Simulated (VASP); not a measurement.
Given:

```xyz
3
Lattice="0.0000 2.3150 2.3150 2.3150 0.0000 2.3150 2.3150 2.3150 0.0000" Properties=species:S:1:pos:R:3 pbc="T T T"
Li     1.1575     1.1575     1.1575
Li     3.4724     3.4724     3.4724
O      0.0000     0.0000     0.0000
```

Calculation: PBEsol GGA, VASP's PBE PAW potentials (set 64) (plane waves; VASP). Numerical set-up: 520 eV cut-off, 10×10×10 Γ-centred mesh, Gaussian smearing of 0.050 eV, potentials Li_sv O.

Task: The job: Li$_{2}$O (antifluorite), 3 atoms, PBEsol, static run, 520 eV, 10×10×10 Γ-centred mesh. Roughly how much core time does it take on a busy server core?

Result: About 9 core-seconds (one run on a shared machine, a rough figure). It had 47 irreducible k-points, 10 bands, up to 692 plane waves and 14 electronic steps.

The compound is Li2O in the antifluorite structure. This cell is one point of a volume scan, at 1.03 of the reference volume.
